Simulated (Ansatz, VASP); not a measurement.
## SiC in two plane-wave programs

Aim: how closely do two programs agree when they are given the same cell, functional and k mesh? Of the first pair: The structure shown is the end of the Ansatz relaxation below.

Main program and level: Ansatz 0.2.0; plane waves, with VASP 6.6.1 beside it; single point at PBE and zone-centre phonons at PBE.

## Step 1: The starting structure

The structure is hexagonal, space group P6_3mc (No. 186). The conventional cell has a = 3.135 Å, b = 3.135 Å, c = 10.264 Å, α = 90.00°, β = 90.00°, γ = 120.00°. Nearest to C lie 4 Si at 1.92 to 1.93 Å. C has 4 Si at 1.92 Å nearest. Si has 4 C at 1.92 to 1.93 Å nearest. Si has 4 C at 1.92 Å nearest. Farther neighbours are not listed.

## Step 2: Ansatz: relaxation, PBE

Ansatz runs on its PAW soft_1 files.

This run makes the geometry at which the two programs are then compared.

File input.yaml:

```yaml
crystal:
  lattice:
    - [3.1347293978, 0.0, 0.0]
    - [-1.5673646989, 2.7147552925, 0.0]
    - [0.0, 0.0, 10.2631605976]
  atoms:
    - { symbol: C, position: [0.6666666667, 0.3333333333, 0.7497985315] }
    - { symbol: C, position: [0.3333333333, 0.6666666667, 0.2497985315] }
    - { symbol: C, position: [0.0, 0.0, 0.5004501072] }
    - { symbol: C, position: [0.0, 0.0, 0.0004501072] }
    - { symbol: Si, position: [0.6666666667, 0.3333333333, 0.937860175] }
    - { symbol: Si, position: [0.3333333333, 0.6666666667, 0.437860175] }
    - { symbol: Si, position: [0.0, 0.0, 0.6878901862] }
    - { symbol: Si, position: [0.0, 0.0, 0.1878901862] }
kpoints:
  mp_grid: { grid: [9, 9, 4] }
hamiltonian:
  xc: pbe
  pseudopotentials: { kind: paw, azcp: { folder: soft_1 } }
scf:
  occupations: { method: fixed }
output:
  forces: true
  stress: true
  eigenvalues: true
relax:
  adjacent_minimum: "off"
  f_tol: 0.001
  max_steps: 60
  cell: { stress_tol: 0.01, fix: [volume] }
```

Started as:

```sh
$ ansatz run input.yaml --threads 8 --pin off --max-ram 16384MiB --backend cpu --events-out ev --progress --plain --runs-dir out
```

Numbers of over 12 decimals in the logs are rounded to 6 here.

The log of the run:

```text
Engine: ansatz 0.2.0, x86_64-unknown-linux-gnu
Pseudopotentials: kind: paw
Pseudopotential: C, paw, valence charge 4, recommended cutoff 420 eV (normal), soft_1/C.paw.azcp
Pseudopotential: Si, paw, valence charge 4, recommended cutoff 420 eV (normal), soft_1/Si.paw.azcp
Functional definition: PBE
  parameter kappa = 0.804
  parameter beta = 0.066725
  exchange = pbe_x(kappa = kappa, mu = beta*pi^2/3)
  correlation = pbe_c(beta = beta)
Crystal: 8 atoms, lattice volume = 87.340 Å³
Basis set: ecut = 420 eV, 1679 PW (Γ), exchange–correlation on 48×48×144 points (8 copies of the dense FFT grid, shifted against one another)
Bands: 24, of which v1, the nominal top of the filled ones, is band 16 counted from 1 (15 counted from 0)
Symmetry: 12 space group operations
Space group: P63mc (ITA 186), of the structure as read, at distance tolerance 4.4e-5 Å
k-points: 36 of 324 (time reversal used)
Non-local potential: C, projectors of the file, l = 0: 2, l = 1: 2, l = 2: 1
Non-local potential: Si, projectors of the file, l = 0: 2, l = 1: 2, l = 2: 1
PAW form: soft (Blöchl's): semilocal exchange-correlation on the pseudo side does not see the compensation charge
PAW one-centre angular grid: C, 110 points (default); XC on 64 Gauss nodes
PAW one-centre angular grid: Si, 110 points (default); XC on 64 Gauss nodes
Initial density: superposition of atomic densities (chi_scale 0.1, normalization cell, long waves kept (reshape's long-wave potential 0.00 eV rms))
Initial wavefunctions: pseudopotential atomic-orbital guess
Functional: x = pbe(κ = 0.804, μ = 0.219515), c = pbe(β = 0.066725)
SCF iter   1: F=—  HF=-3553.994942 eV  |F-HF|=—  |Δ(HF+E_count)|=         —  Δρ=1.28e-1  dr2=1.81e1  ethr=3.10e-3  ⟨swp⟩=4.9  Hψ=3978  notcnv=0  defer=201
preconditioner: auto → none  [insulator: Δε(μ)=3.969 eV  Ē_g=12.317 eV  n_scr=6 (ndim 8)  ℏωp=22.5 eV  f_vac=0.000  ε∞_Penn≈4.3]
SCF iter   2: F=—  HF=-3548.933759 eV  |F-HF|=—  |Δ(HF+E_count)|=    5.06e0  Δρ=4.98e-2  dr2=1.43e0  ethr=3.10e-3  ⟨swp⟩=3.9  Hψ=2363  notcnv=0  defer=209
SCF iter   3: F=—  HF=-3548.579738 eV  |F-HF|=—  |Δ(HF+E_count)|=   3.54e-1  Δρ=1.94e-2  dr2=1.73e-1  ethr=3.10e-3  ⟨swp⟩=2.3  Hψ=1577  notcnv=0  defer=211
SCF iter   4: F=—  HF=-3548.572187 eV  |F-HF|=—  |Δ(HF+E_count)|=   7.55e-3  Δρ=1.35e-3  dr2=1.31e-3  ethr=5.42e-4  ⟨swp⟩=2.0  Hψ=828  notcnv=0  defer=216
SCF iter   5: F=—  HF=-3548.572684 eV  |F-HF|=—  |Δ(HF+E_count)|=   4.97e-4  Δρ=3.28e-4  dr2=1.14e-4  ethr=4.09e-6  ⟨swp⟩=2.1  Hψ=1374  notcnv=0  defer=216
SCF iter   6: F=—  HF=-3548.572672 eV  |F-HF|=—  |Δ(HF+E_count)|=   1.15e-5  Δρ=1.67e-4  dr2=1.17e-5  ethr=3.57e-7  ⟨swp⟩=2.1  Hψ=1171  notcnv=0  defer=192
SCF iter   7: F=—  HF=-3548.572656 eV  |F-HF|=—  |Δ(HF+E_count)|=   1.64e-5  Δρ=3.63e-5  dr2=1.17e-6  ethr=3.65e-8  ⟨swp⟩=2.2  Hψ=1333  notcnv=0  defer=118
SCF iter   8: F=—  HF=-3548.572656 eV  |F-HF|=—  |Δ(HF+E_count)|=   1.13e-8  Δρ=1.85e-5  dr2=2.26e-7  ethr=3.67e-9  ⟨swp⟩=2.3  Hψ=1235  notcnv=0  defer=119
SCF iter   9: F=-3548.572656 eV  HF=-3548.572656 eV  |F-HF|=3.13e-9  |Δ(HF+E_count)|=   5.92e-8  Δρ=2.32e-6  dr2=2.79e-9  ethr=3.13e-10  ⟨swp⟩=13.8  Hψ=5543  notcnv=0
SCF 1 converged in 9 iterations: F = -3548.572656 eV  dr2 = 2.79e-9
  greatest PAW one-centre occupation: 0.642 electrons in one spin orbital (limit 2), on the C atom at site 1 (counted from 0), in its partial waves of l = 0
relax step   1: F+E_penalty+E_count = -3548.57265604 eV  Δ(F+E_penalty+E_count) = +0.000e0 eV  max|allowed force component| = 5.890e-3 eV/Å  Δτ_max = 0.0000 Å  P = -7.747 GPa  Ω = 87.340 Å³  fix = [volume]  reactions: volume -7.747 GPa  (9 SCF iters, dr2 threshold 1.00e-7 eV, accepted)
[...]
relax step   2: F+E_penalty+E_count = -3548.57265768 eV  Δ(F+E_penalty+E_count) = -1.643e-6 eV  max|allowed force component| = 3.338e-3 eV/Å  Δτ_max = 0.0001 Å  P = -7.747 GPa  Ω = 87.340 Å³  fix = [volume]  reactions: volume -7.747 GPa  (4 SCF iters, dr2 threshold 3.21e-9 eV, accepted)
[...]
relax step   3: F+E_penalty+E_count = -3548.57265827 eV  Δ(F+E_penalty+E_count) = -5.843e-7 eV  max|allowed force component| = 1.551e-3 eV/Å  Δτ_max = 0.0001 Å  P = -7.747 GPa  Ω = 87.340 Å³  fix = [volume]  reactions: volume -7.747 GPa  (4 SCF iters, dr2 threshold 6.96e-10 eV, accepted)
[...]
relax step   4: F+E_penalty+E_count = -3548.57265843 eV  Δ(F+E_penalty+E_count) = -1.685e-7 eV  max|allowed force component| = 3.382e-4 eV/Å  Δτ_max = 0.0000 Å  P = -7.747 GPa  Ω = 87.340 Å³  energy of the carried Pulay correction = -1.238e-17 eV  fix = [volume]  reactions: volume -7.747 GPa  (5 SCF iters, dr2 threshold 1.50e-10 eV, accepted)
[...]
relax step   5: F+E_penalty+E_count = -3548.57265564 eV  Δ(F+E_penalty+E_count) = +2.790e-6 eV  max|allowed force component| = 3.394e-4 eV/Å  Δτ_max = 0.0000 Å  P = -7.747 GPa  Ω = 87.340 Å³  fix = [volume]  reactions: volume -7.747 GPa  stress off target by 1.91e-3 GPa on what of the cell is left free  SCF on the basis re-selected at this cell (its energy is not comparable with the rows above)  (8 SCF iters)
basis re-selected at this cell: Δ(F+E_penalty+E_count) = +2.790e-6 eV, ΔP = -0.000 GPa vs the last step (what re-selecting the basis moved, of the pressure what is left beyond the Pulay correction that the steps carried, after the strain that the cell walked since its last selection, with what the two solves' SCF thresholds leave and, on support functions, any second-order correction that the steps lacked; it is no m [...]
SCF converged after 8 iterations
Free energy (F): -3548.572656 eV
Harris-Foulkes:  -3548.572656 eV  (|F-HF|=4.55e-13)
Internal energy: -3548.572656 eV  (E = F + TS)
E sigma→0 (E₀):  -3548.572656 eV
Fermi energy:    8.880676 eV
--- Per-component energies (eV) ---
  E_band       = 97.884422
  E_kinetic    = 522.218405
  E_local      = -397.047801  (includes V_loc(G=0)·N_el)
  E_nonlocal   = 178.530600
  E_hartree    = 130.334696
  E_xc         = -418.913489
  E_vxc        = -429.898537  (∫ρ·V_xc dr)
  E_paw        = -2445.606475  (= ΣΔE_a)
  E_vpaw       = -36.587860  (= ΣTr[D̂ρ^β])
  E_aug_tail   = 0.000220  (compensation charges beyond the density's cutoff)
  E_ewald      = -1118.088811
  E_smearing   = -0.000000  (= −TS)
  E_closure    = 0.000000  (closes the sum)
  Σ components = -3548.572656   (vs F -3548.572656, Δ=0.00e0)
--- Forces (eV/Å), atoms counted from 1 ---
  atom   1  C     -0.00000000    -0.00000000    -0.00006018
  atom   2  C     -0.00000000     0.00000000    -0.00006018
  atom   3  C      0.00000000    -0.00000000    -0.00030328
  atom   4  C     -0.00000000     0.00000000    -0.00030328
  atom   5  Si     0.00000000    -0.00000000     0.00002249
  atom   6  Si    -0.00000000     0.00000000     0.00002249
  atom   7  Si    -0.00000000     0.00000000     0.00033893
  atom   8  Si     0.00000000    -0.00000000     0.00033893
  max |Σ_I F_I| component: 4.08e-6 eV/Å
--- Stress (GPa, compression-positive) ---
       -7.747964       0.000000      -0.000000
        0.000000      -7.747964       0.000000
       -0.000000       0.000000      -7.745099
  P = ⅓ Tr σ = -7.7470 GPa (-77.470 kbar)
--- Band table (eV; the first three rows and the last of 36) ---
  k-point 0: bands = [... 12 lower, 8.3026, 8.8313, 8.8807, 8.8807, 13.5034, 14.0813, 14.5261, 14.7004, ... 4 higher]
  k-point 1: bands = [... 12 lower, 8.4722, 8.4722, 8.8257, 8.8257, 13.5573, 13.9316, 14.7971, 14.8795, ... 4 higher]
  k-point 2: bands = [... 12 lower, 8.6766, 8.6766, 8.6766, 8.6766, 13.7104, 13.7104, 15.0868, 15.0868, ... 4 higher]
  k-point 35: bands = [... 12 lower, 6.1998, 6.1998, 6.5133, 6.5133, 12.1094, 12.1094, 15.2506, 15.2506, ... 4 higher]
--- Relaxed structure (4 steps of the walk, 4 accepted, 1 SCFs on fresh bases) ---
  F+E_penalty+E_count = -3548.57265564 eV   max|allowed force component| = 3.394e-4 eV/Å   (the final SCF, on the basis selected at the relaxed cell)
  cell:  # Å, volume = 87.3397 Å³
    - [3.134626, 0, 0]
    - [-1.567313, 2.714666, 0]
    - [0, 0, 10.263838]
  atoms:
    - { symbol: C, position: [0.666667, 0.333333, 0.749789] }
    - { symbol: C, position: [0.333333, 0.666667, 0.249789] }
    - { symbol: C, position: [0, 0, 0.500453] }
    - { symbol: C, position: [0, 0, 0.000453103] }
    - { symbol: Si, position: [0.666667, 0.333333, 0.937876] }
    - { symbol: Si, position: [0.333333, 0.666667, 0.437876] }
    - { symbol: Si, position: [0, 0, 0.687881] }
    - { symbol: Si, position: [0, 0, 0.187881] }
```

## Step 3: VASP: single point, PBE, pair 1

The same cell, functional and mesh now go to VASP, with its own data sets.

Lines of VASP's logs that name or quote its potential files are left out, and so is its time.

File INCAR:

```
SYSTEM = SiC
PREC = Accurate
ENCUT = 600
EDIFF = 1E-06
NELM = 120
ISMEAR = 0
SIGMA = 0.01
LREAL = .FALSE.
ALGO = Normal
GGA = PE
NBANDS = 24
LORBIT = 11
LWAVE = .FALSE.
LCHARG = .FALSE.
ISIF = 2
LASPH = .TRUE.
GGA_COMPAT = .FALSE.
EFERMI = MIDGAP
KPAR = 2
```

File POSCAR:

```
SiC
1.0
    3.1346259834      0.0000000000      0.0000000000
   -1.5673129917      2.7146657330      0.0000000000
    0.0000000000      0.0000000000     10.2638377922
C Si
4 4
Direct
    0.6666666666      0.3333333332      0.7497888851
    0.3333333332      0.6666666666      0.2497888851
    0.9999999999      0.9999999999      0.5004531030
    0.9999999999      0.9999999999      0.0004531030
    0.6666666666      0.3333333332      0.9378757000
    0.3333333332      0.6666666666      0.4378757000
    0.9999999999      0.9999999999      0.6878813119
    0.9999999999      0.9999999999      0.1878813119
```

File KPOINTS:

```
Automatic mesh
0
Gamma
9 9 4
0 0 0
```

PAW data sets: C and Si (PBE family, release 64).

Started as:

```sh
$ mpirun -np 2 vasp_std
```

The log of the run:

```text
[banner, memory and clock lines left out]
running    2 mpi-ranks, on    1 nodes
 distrk:  each k-point on    1 cores,    2 groups
 distr:  one band on    1 cores,    1 groups

 POSCAR found type information on POSCAR C Si
 POSCAR found :  2 types and       8 ions
 LDA part: xc-table for (Slater+PW92), standard interpolation
 POSCAR, INCAR and KPOINTS ok, starting setup
 FFT: planning ... GRIDC
 FFT: planning ... GRID_SOFT
 FFT: planning ... GRID
 WAVECAR not read
 entering main loop
       N       E                     dE             d eps       ncg     rms          rms(c)
DAV:   1     0.833083129840E+02    0.83308E+02   -0.15772E+04  1728   0.135E+03
DAV:   2    -0.594711763114E+02   -0.14278E+03   -0.13361E+03  2384   0.205E+02
DAV:   3    -0.668980995150E+02   -0.74269E+01   -0.73792E+01  2296   0.452E+01
DAV:   4    -0.670070006657E+02   -0.10890E+00   -0.10876E+00  2208   0.637E+00
DAV:   5    -0.670093322284E+02   -0.23316E-02   -0.23310E-02  2296   0.884E-01    0.165E+01
DAV:   6    -0.603060036051E+02    0.67033E+01   -0.20661E+01  2216   0.202E+01    0.731E+00
DAV:   7    -0.602003977311E+02    0.10561E+00   -0.18282E+00  2416   0.626E+00    0.324E+00
DAV:   8    -0.601712822971E+02    0.29115E-01   -0.10330E-01  2072   0.165E+00    0.971E-01
DAV:   9    -0.601689179657E+02    0.23643E-02   -0.16434E-02  2280   0.722E-01    0.166E-01
DAV:  10    -0.601694532807E+02   -0.53531E-03   -0.15659E-03  2312   0.203E-01    0.810E-02
DAV:  11    -0.601695442101E+02   -0.90929E-04   -0.26355E-04  2192   0.101E-01    0.167E-02
DAV:  12    -0.601695465563E+02   -0.23462E-05   -0.97258E-06  2232   0.186E-02    0.632E-03
DAV:  13    -0.601695477640E+02   -0.12078E-05   -0.74461E-07  1632   0.519E-03    0.167E-03
DAV:  14    -0.601695479620E+02   -0.19800E-06   -0.10445E-07  1472   0.175E-03
   1 F= -.60169548E+02 E0= -.60169548E+02  d E =0.000000E+00
```

Parts of OUTCAR (step 3):

```text
ion  position               nearest neighbor table
   1  0.667  0.333  0.750-   7 1.92   7 1.92   7 1.92   5 1.93
   2  0.333  0.667  0.250-   8 1.92   8 1.92   8 1.92   6 1.93
   3  1.000  1.000  0.500-   6 1.92   6 1.92   6 1.92   7 1.92
   4  1.000  1.000  0.000-   5 1.92   5 1.92   5 1.92   8 1.92
   5  0.667  0.333  0.938-   4 1.92   4 1.92   4 1.92   1 1.93   7 3.14   7 3.14   7 3.14   8 3.14
                             8 3.14   8 3.14
   6  0.333  0.667  0.438-   3 1.92   3 1.92   3 1.92   2 1.93   8 3.14   8 3.14   8 3.14   7 3.14
                             7 3.14   7 3.14
   7  1.000  1.000  0.688-   1 1.92   1 1.92   1 1.92   3 1.92   5 3.14   5 3.14   5 3.14   6 3.14
                             6 3.14   6 3.14
   8  1.000  1.000  0.188-   2 1.92   2 1.92   2 1.92   4 1.92   6 3.14   6 3.14   6 3.14   5 3.14
                             5 3.14   5 3.14

  LATTYP: Found a hexagonal cell.
 ALAT       =     3.1346259834
 C/A-ratio  =     3.2743420895

 Subroutine GETGRP returns: Found 12 space group operations
 (whereof  6 operations were pure point group operations)

The static configuration has the point symmetry C_3v.
 The point group associated with its full space group is C_6v.

 Found     36 irreducible k-points:

   k-points           NKPTS =     36   k-points in BZ     NKDIM =     36   number of bands    NBANDS=     24

   dimension x,y,z NGX =    28 NGY =   28 NGZ =   84
   dimension x,y,z NGXF=    56 NGYF=   56 NGZF=  168

   ENCUT  =  600.0 eV  44.10 Ry    6.64 a.u.   6.26  6.26 20.50*2*pi/ulx,y,z

   NELECT =      32.0000    total number of electrons

 k-points in reciprocal lattice and weights: Automatic mesh
   0.00000000  0.00000000  0.00000000       0.003
   0.11111111 -0.00000000  0.00000000       0.019
   0.22222222  0.00000000  0.00000000       0.019
   0.33333333  0.00000000  0.00000000       0.019
   0.44444444  0.00000000  0.00000000       0.019
   0.11111111  0.11111111  0.00000000       0.019
   0.22222222  0.11111111  0.00000000       0.037
   0.33333333  0.11111111  0.00000000       0.037
   0.44444444  0.11111111  0.00000000       0.019
[...]
0.33333333  0.22222222  0.50000000       0.037
   0.33333333  0.33333333  0.50000000       0.006

 average (electrostatic) potential at core
       1 -45.5112       2 -45.5112       3 -45.5687       4 -45.5687       5 -81.1306
       6 -81.1306       7 -81.0906       8 -81.0906

 E-fermi :   8.7337

 k-point     1 :       0.0000    0.0000    0.0000
  band No.  band energies     occupation
    ...
     12       7.0015      2.00000
     13       7.0015      2.00000
     14       7.5285      2.00000
     15       7.5784      2.00000
     16       7.5784      2.00000
     17      12.2086      0.00000
     18      12.7880      0.00000
     19      13.2466      0.00000
     20      13.4069      0.00000
     21      14.2191      0.00000
    ...

 k-point     2 :       0.1111   -0.0000    0.0000
  band No.  band energies     occupation
    ...
     12       6.6369      2.00000
     13       6.7210      2.00000
     14       6.7998      2.00000
     15       7.3850      2.00000
     16       7.4751      2.00000
     17      12.6202      0.00000
     18      13.1995      0.00000
     19      13.3225      0.00000
     20      13.7126      0.00000
     21      14.0937      0.00000
    ...

 k-point     3 :       0.2222    0.0000    0.0000
  band No.  band energies     occupation
    ...
     12       5.3749      2.00000
     13       6.1032      2.00000
     14       6.1457      2.00000
     15       6.9261      2.00000
     16       7.1348      2.00000
     17      11.5204      0.00000
     18      12.1217      0.00000
     19      12.6163      0.00000
     20      13.7342      0.00000
     21      14.0354      0.00000
    ...

  Total       -4.3031561     -4.3031561     -4.3006012     -0.0000000      0.0000000     -0.0000000
  in kB      -78.9379451    -78.9379451    -78.8910764     -0.0000000      0.0000000     -0.0000000
  external PRESSURE =     -78.9223222 kB  Pullay stress =       0.0000000 kB

  energy-cutoff  :      600.00
  volume of cell :       87.34
      direct lattice vectors                 reciprocal lattice vectors
     3.134625983  0.000000000  0.000000000     0.319017326  0.184184739  0.000000000
    -1.567312992  2.714665733  0.000000000     0.000000000  0.368369478  0.000000000
     0.000000000  0.000000000 10.263837792     0.000000000  0.000000000  0.097429443

 POSITION                                       TOTAL-FORCE (eV/Angst)
 -----------------------------------------------------------------------------------
      1.56731      0.90489      7.69571        -0.000000     -0.000000     -0.000235
     -0.00000      1.80978      2.56379        -0.000000     -0.000000     -0.000235
      1.56731      2.71467      5.13657        -0.000000      0.000000     -0.000210
      1.56731      2.71467      0.00465         0.000000     -0.000000     -0.000210
      1.56731      0.90489      9.62620         0.000000     -0.000000      0.001120
     -0.00000      1.80978      4.49429        -0.000000     -0.000000      0.001120
      1.56731      2.71467      7.06030         0.000000     -0.000000     -0.000676
      1.56731      2.71467      1.92838        -0.000000     -0.000000     -0.000676
 -----------------------------------------------------------------------------------
    total drift:                                0.000000      0.000000      0.000438

  FREE ENERGIE OF THE ION-ELECTRON SYSTEM (eV)
  ---------------------------------------------------
  free  energy   TOTEN  =       -60.1695479620 eV

  energy  without entropy=      -60.1695479620  energy(sigma->0) =      -60.16954796

 total charge
# of ion       s       p       d       tot
------------------------------------------
    1        0.831   1.661   0.000   2.491
    2        0.831   1.661   0.000   2.491
    3        0.830   1.659   0.000   2.490
    4        0.830   1.659   0.000   2.490
    5        0.704   0.931   0.000   1.635
    6        0.704   0.931   0.000   1.635
    7        0.704   0.930   0.000   1.634
    8        0.704   0.930   0.000   1.634
--------------------------------------------------
tot          6.137  10.362   0.000  16.499

[... 3 further parts left out ...]
```

The run ends at a pressure of -7.89 GPa, with forces up to 0.0011 eV/Å.

## Step 4: Side by side

Known differences besides the potentials themselves: fixed occupations in Ansatz, narrow Gaussian smearing in VASP; the cutoff is 420 eV in Ansatz and 600 eV in VASP; Ansatz's pressure holds a Pulay correction, VASP's none. Total energies have different zeros and are not compared.

Compared:

```
              quantity  Ansatz   VASP  difference
        pressure (GPa)   -7.75  -7.89       +0.15
gap on the k mesh (eV)   2.311  2.311      +0.001
```

A gap on the mesh is an upper bound, since the band edges may lie between its points.

(Part 1 of 2 ends here.)

[Lines on the potential files, build, host, timing and source positions are cut from VASP's logs without a mark.]

[Logs are printed without paths, hosts, clocks, repeated set-up lines and the standing remarks that a program may print on its own settings, such as how far it seeks lower states.]

[Hosts, paths, dates, database ids (printed as entryN), source tags and the programs' standing remarks are cut or masked in the printed files.]
